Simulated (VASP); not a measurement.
Consider the following.

```
BaO
1.0
    0.00000     2.79039     2.79039
    2.79039     0.00000     2.79039
    2.79039     2.79039     0.00000
Ba O
1 1
Direct
  0.00000   0.00000   0.00000
  0.50000   0.50000   0.50000
```

Level of theory: PBE GGA, VASP's PBE PAW potentials (set 64) (plane waves; VASP). Numerical set-up: 400 eV cut-off, 5×5×5 Γ-centred mesh, Gaussian smearing of 0.050 eV, potentials Ba_sv O.

At this cut-off the stress carries a Pulay error, which pulls relaxed volumes low.

Predict the energy per atom (σ→0), pressure.

```json
{
  "energy per atom (σ→0)": "-5.910 eV/atom",
  "pressure": "-1.06 GPa"
}
```

Total energies compare only between runs with the same potentials, cut-off and functional.

The structure comes from a computed database's BaO entry; how it stands against other phases isn't given here. The cell was not relaxed at this level.
